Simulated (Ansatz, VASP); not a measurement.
# Te2Pt (1T-PtTe2 5 layers, AA): VASP beside Ansatz, part 2 of 2

Aim: how closely do two programs agree when they are given the same cell, functional and k mesh? The cell is taken from a series of runs on this material, whose earlier steps may have relaxed, scaled, displaced or heated it; both programs get it as it stands.

VASP 6.6.1 and Ansatz 0.2.0.

So far: The starting structure; Ansatz: single point, PBE with D4.

## Step 3: VASP: single point, PBE with D4

Level of this step: PBE with D4; plane waves and PAW (Te, Pt) (VASP).

The same cell, functional, mesh and smearing now go to VASP, with its own data sets.

Lines of VASP's logs that name or quote its potential files are left out, and so is its time.

INCAR

```
SYSTEM = Te2Pt
PREC = Accurate
ENCUT = 400
EDIFF = 1E-06
NELM = 120
ISMEAR = -1
SIGMA = 0.02585
LREAL = .FALSE.
ALGO = Normal
GGA = PE
IVDW = 13
NBANDS = 70
LASPH = .TRUE.
LORBIT = 11
LWAVE = .FALSE.
LCHARG = .FALSE.
ISIF = 2
LDIPOL = .TRUE.
IDIPOL = 3
DIPOL = 0.5 0.5 0.5
LVHAR = .TRUE.
GGA_COMPAT = .FALSE.
NELMDL = -8
KPAR = 4
```

POSCAR

```
Te2Pt
1.0
    4.0369830354      0.0000000000      0.0000000000
   -2.0184915177      3.4961298633      0.0000000000
    0.0000000000      0.0000000000     41.2199436416
Te Pt
10 5
Direct
    0.6666666667      0.3333333333      0.2183409099
    0.3333333333      0.6666666667      0.2847588374
    0.6666666667      0.3333333333      0.3428535251
    0.3333333333      0.6666666667      0.4091833905
    0.6666666667      0.3333333333      0.4667247786
    0.3333333333      0.6666666667      0.5332752214
    0.6666666667      0.3333333333      0.5908166095
    0.3333333333      0.6666666667      0.6571464749
    0.6666666667      0.3333333333      0.7152411626
    0.3333333333      0.6666666667      0.7816590901
    0.0000000000      0.0000000000      0.2520515076
    0.0000000000      0.0000000000      0.3758834882
    0.0000000000      0.0000000000      0.5000000000
    0.0000000000      0.0000000000      0.6241165118
    0.0000000000      0.0000000000      0.7479484924
```

KPOINTS

```
Automatic mesh
0
Gamma
12 12 1
0 0 0
```

Potentials, in the order of the species: Te and Pt (PBE family, release 64).

Run with:

```sh
$ mpirun -np 4 vasp_std
```

Numbers of over 12 decimals in the logs are rounded to 6 here.

Output:

```text
[banner, memory and clock lines left out]
running    4 mpi-ranks, on    1 nodes
 distrk:  each k-point on    1 cores,    4 groups
 distr:  one band on    1 cores,    1 groups

 POSCAR found type information on POSCAR TePt
 POSCAR found :  2 types and      15 ions
 LDA part: xc-table for (Slater+PW92), standard interpolation
 POSCAR, INCAR and KPOINTS ok, starting setup
 FFT: planning ... GRIDC
 FFT: planning ... GRID_SOFT
 FFT: planning ... GRID
 WAVECAR not read
 entering main loop
       N       E                     dE             d eps       ncg     rms          rms(c)
DAV:   1     0.627223894095E+03    0.62722E+03   -0.37224E+04  2668   0.105E+03
DAV:   2    -0.108370536261E+02   -0.63806E+03   -0.60166E+03  3354   0.213E+02
DAV:   3    -0.671224719105E+02   -0.56285E+02   -0.54071E+02  3192   0.638E+01
DAV:   4    -0.694118550677E+02   -0.22894E+01   -0.22642E+01  3552   0.132E+01
DAV:   5    -0.694737409045E+02   -0.61886E-01   -0.61798E-01  3436   0.240E+00
DAV:   6    -0.694761143172E+02   -0.23734E-02   -0.23728E-02  3672   0.413E-01
DAV:   7    -0.694762017000E+02   -0.87383E-04   -0.87377E-04  3554   0.765E-02
DAV:   8    -0.694762055525E+02   -0.38525E-05   -0.38527E-05  3064   0.135E-02    0.286E+01
DAV:   9    -0.681453309406E+02    0.13309E+01   -0.10097E+01  2892   0.157E+01    0.204E+01
DAV:  10    -0.683909024368E+02   -0.24557E+00   -0.60645E+00  3048   0.144E+01    0.763E+00
DAV:  11    -0.726004277010E+02   -0.42095E+01   -0.13151E+01  3498   0.249E+01    0.144E+01
DAV:  12    -0.675720678886E+02    0.50284E+01   -0.24854E+01  3824   0.176E+01    0.267E+00
DAV:  13    -0.675135156977E+02    0.58552E-01   -0.95442E-01  3020   0.368E+00    0.132E+00
DAV:  14    -0.675279933121E+02   -0.14478E-01   -0.80540E-02  3112   0.982E-01    0.904E-01
[...]
DAV:  22    -0.675109886110E+02   -0.34204E-04   -0.30573E-04  2834   0.526E-02    0.702E-02
DAV:  23    -0.675110147563E+02   -0.26145E-04   -0.77981E-05  3250   0.635E-02    0.920E-02
DAV:  24    -0.675110169734E+02   -0.22171E-05   -0.22815E-05  2914   0.139E-02    0.989E-02
DAV:  25    -0.675110148826E+02    0.20909E-05   -0.46761E-07  1642   0.320E-03    0.999E-02
DAV:  26    -0.675110096404E+02    0.52422E-05   -0.84178E-07  1666   0.734E-03    0.955E-02
DAV:  27    -0.675110101070E+02   -0.46665E-06   -0.10197E-04  3068   0.659E-02    0.111E-01
DAV:  28    -0.675110078510E+02    0.22560E-05   -0.24786E-05  2862   0.159E-02    0.879E-02
DAV:  29    -0.675110075323E+02    0.31871E-06   -0.46790E-07  1674   0.250E-03
   1 F= -.75876928E+02 E0= -.75870577E+02  d E =-.127012E-01
```

From OUTCAR (step 3):

```text
ion  position               nearest neighbor table
   1  0.667  0.333  0.218-  11 2.71  11 2.71  11 2.71   2 3.60   2 3.60   2 3.60
   2  0.333  0.667  0.285-  11 2.69  11 2.69  11 2.69   3 3.34   3 3.34   3 3.34   1 3.60   1 3.60
                             1 3.60
   3  0.667  0.333  0.343-  12 2.70  12 2.70  12 2.70   2 3.34   2 3.34   2 3.34   4 3.59   4 3.59
                             4 3.59
   4  0.333  0.667  0.409-  12 2.70  12 2.70  12 2.70   5 3.33   5 3.33   5 3.33   3 3.59   3 3.59
                             3 3.59
   5  0.667  0.333  0.467-  13 2.70  13 2.70  13 2.70   4 3.33   4 3.33   4 3.33   6 3.60   6 3.60
                             6 3.60
   6  0.333  0.667  0.533-  13 2.70  13 2.70  13 2.70   7 3.33   7 3.33   7 3.33   5 3.60   5 3.60
                             5 3.60
   7  0.667  0.333  0.591-  14 2.70  14 2.70  14 2.70   6 3.33   6 3.33   6 3.33   8 3.59   8 3.59
                             8 3.59
   8  0.333  0.667  0.657-  14 2.70  14 2.70  14 2.70   9 3.34   9 3.34   9 3.34   7 3.59   7 3.59
                             7 3.59
   9  0.667  0.333  0.715-  15 2.69  15 2.69  15 2.69   8 3.34   8 3.34   8 3.34  10 3.60  10 3.60
                            10 3.60
  10  0.333  0.667  0.782-  15 2.71  15 2.71  15 2.71   9 3.60   9 3.60   9 3.60
  11  0.000  0.000  0.252-   2 2.69   2 2.69   2 2.69   1 2.71   1 2.71   1 2.71
  12  0.000  0.000  0.376-   3 2.70   3 2.70   3 2.70   4 2.70   4 2.70   4 2.70
  13  0.000  0.000  0.500-   5 2.70   6 2.70   6 2.70   5 2.70   5 2.70   6 2.70
  14  0.000  0.000  0.624-   8 2.70   8 2.70   8 2.70   7 2.70   7 2.70   7 2.70
  15  0.000  0.000  0.748-   9 2.69   9 2.69   9 2.69  10 2.71  10 2.71  10 2.71

  LATTYP: Found a hexagonal cell.
 ALAT       =     4.0369830354
 C/A-ratio  =    10.2105813376

 Subroutine GETGRP returns: Found 12 space group operations
 (whereof 12 operations were pure point group operations)

The static configuration has the point symmetry D_3d.

 Found     19 irreducible k-points:

   k-points           NKPTS =     19   k-points in BZ     NKDIM =     19   number of bands    NBANDS=     70

   dimension x,y,z NGX =    28 NGY =   28 NGZ =  270
   dimension x,y,z NGXF=    56 NGYF=   56 NGZF=  540

   ENCUT  =  400.0 eV  29.40 Ry    5.42 a.u.   6.58  6.58 67.22*2*pi/ulx,y,z

   NELECT =     110.0000    total number of electrons

 k-points in reciprocal lattice and weights: Automatic mesh
   0.00000000  0.00000000  0.00000000       0.007
   0.08333333  0.00000000  0.00000000       0.042
   0.16666667  0.00000000  0.00000000       0.042
   0.25000000  0.00000000  0.00000000       0.042
   0.33333333  0.00000000  0.00000000       0.042
   0.41666667  0.00000000  0.00000000       0.042
   0.50000000  0.00000000  0.00000000       0.021
   0.08333333  0.08333333  0.00000000       0.042
   0.16666667  0.08333333  0.00000000       0.083
[...]
0.33333333  0.25000000  0.00000000       0.083
   0.33333333  0.33333333  0.00000000       0.014

 dipolmoment           0.000000      0.000000      0.000000 electrons x Angstroem

 average (electrostatic) potential at core
       1 -91.1597       2 -91.4587       3 -91.4522       4 -91.4680       5 -91.4165
       6 -91.4165       7 -91.4680       8 -91.4522       9 -91.4587      10 -91.1597
      11 -70.9673      12 -70.9455      13 -70.8753      14 -70.9455      15 -70.9673

 E-fermi :   3.8442

 k-point     1 :       0.0000    0.0000    0.0000
  band No.  band energies     occupation
    ...
     49       3.2551      2.00000
     50       3.2551      2.00000
     51       3.3846      2.00000
     52       3.3846      2.00000
     53       3.7609      1.92325
     54       4.5196      0.00000
     55       4.7928      0.00000
     56       4.7928      0.00000
     57       5.1233      0.00000
     58       5.1233      0.00000
    ...

 k-point     2 :       0.0833    0.0000    0.0000
  band No.  band energies     occupation
    ...
     48       2.9561      2.00000
     49       3.0543      2.00000
     50       3.2000      2.00000
     51       3.3645      2.00000
     52       3.7075      1.98994
     53       3.9881      0.00761
     54       4.1838      0.00000
     55       4.4870      0.00000
     56       4.6450      0.00000
     57       4.8977      0.00000
    ...

 k-point     3 :       0.1667    0.0000    0.0000
  band No.  band energies     occupation
    ...
     50       2.9524      2.00000
     51       2.9998      2.00000
     52       3.2168      2.00000
     53       3.3400      2.00000
     54       3.7602      1.92537
     55       4.1737      0.00001
     56       4.4100      0.00000
     57       4.5810      0.00000
     58       4.7502      0.00000
     59       4.8380      0.00000
    ...

  DFT-D4 for vdW energy calculation

  Edisp (eV):   -8.36592

  Total      -0.57596    -0.57596    -0.40980     0.00000    -0.00000     0.00000
  in kB      -1.58619    -1.58619    -1.12857     0.00000    -0.00000     0.00000
  external pressure =       -1.43 kB  Pullay stress =        0.00 kB

  energy-cutoff  :      400.00
  volume of cell :      581.77
      direct lattice vectors                 reciprocal lattice vectors
     4.036983035  0.000000000  0.000000000     0.247709736  0.143015282  0.000000000
    -2.018491518  3.496129863  0.000000000     0.000000000  0.286030565  0.000000000
     0.000000000  0.000000000 41.219943642     0.000000000  0.000000000  0.024260101

 POSITION                                       TOTAL-FORCE (eV/Angst)
 -----------------------------------------------------------------------------------
      2.01849      1.16538      9.00000        -0.000000     -0.000000      0.015645
     -0.00000      2.33075     11.73774         0.000000      0.000000     -0.017124
      2.01849      1.16538     14.13240        -0.000000     -0.000000      0.011772
     -0.00000      2.33075     16.86652         0.000000      0.000000     -0.006086
      2.01849      1.16538     19.23837        -0.000000     -0.000000      0.000300
     -0.00000      2.33075     21.98157         0.000000      0.000000     -0.000300
      2.01849      1.16538     24.35343        -0.000000     -0.000000      0.006086
     -0.00000      2.33075     27.08754         0.000000      0.000000     -0.011772
      2.01849      1.16538     29.48220         0.000000      0.000000      0.017124
     -0.00000      2.33075     32.21994         0.000000      0.000000     -0.015645
      0.00000      0.00000     10.38955        -0.000000      0.000000     -0.000402
      0.00000      0.00000     15.49390         0.000000     -0.000000     -0.006109
      0.00000      0.00000     20.60997        -0.000000      0.000000     -0.000000
      0.00000      0.00000     25.72605        -0.000000      0.000000      0.006109
      0.00000      0.00000     30.83039         0.000000     -0.000000      0.000402
 -----------------------------------------------------------------------------------
    total drift:                                0.000000      0.000000      0.000000

  FREE ENERGIE OF THE ION-ELECTRON SYSTEM (eV)
  ---------------------------------------------------
  free  energy   TOTEN  =       -75.8769278834 eV

  energy  without entropy=      -75.8642266724  energy(sigma->0) =      -75.87057728

 vacuum level on the upper side and lower side of the slab         8.243         8.243

 total charge
# of ion       s       p       d       tot
------------------------------------------
    1        1.388   1.888   0.052   3.327
    2        1.396   1.860   0.076   3.331
    3        1.396   1.864   0.074   3.334
    4        1.399   1.855   0.075   3.329
    5        1.398   1.860   0.074   3.332
    6        1.398   1.860   0.074   3.332
    7        1.399   1.855   0.075   3.329
    8        1.396   1.864   0.074   3.334
    9        1.396   1.860   0.076   3.331
   10        1.388   1.888   0.052   3.327
   11        0.669   0.636   8.068   9.373
   12        0.673   0.624   8.095   9.392
   13        0.671   0.617   8.100   9.388
   14        0.673   0.624   8.095   9.392
   15        0.669   0.636   8.068   9.373
--------------------------------------------------
tot         17.308  21.789  41.127  80.224

[... 3 further parts left out ...]
```

## Step 4: Side by side

Known differences besides the potentials themselves: the data sets hold 250 valence electrons in Ansatz (on its default PAW (the set named soft_2) files) and 110 in VASP; the cutoff is 420 eV in Ansatz and 400 eV in VASP. Total energies have different zeros and are not compared.

Compared:

```tsv
quantity	Ansatz	VASP	difference
work function, lower of the two faces (eV)	4.38	4.40	-0.02
work function, higher of the two faces (eV)	4.38	4.40	-0.02
```

VASP's last cycles still show a density residual of 9e-03, so its state may not be settled. With vacuum in the cell, a pressure given here is an average over mostly empty space and none of the material.

## Step 5: Outcome

```yaml
difference_in_work_function_lower_of_the_two_faces_single_point_pbe_with_d4: -0.018 eV
```

In words: The difference in work function, lower of the two faces is -0.018 eV (single point, PBE with D4). The data sets hold unlike numbers of valence electrons (250 in Ansatz and 110 in VASP), so part of the differences comes from the potentials. How closely two codes agree says nothing of how well the functional describes the real material.

[Lines on the potential files, build, host, timing and source positions are cut from VASP's logs without a mark.]

[Logs are printed without paths, hosts, clocks, repeated set-up lines and the standing remarks that a program may print on its own settings, such as how far it seeks lower states.]

[Hosts, paths, dates, database ids (printed as entryN), source tags and the programs' standing remarks are cut or masked in the printed files.]
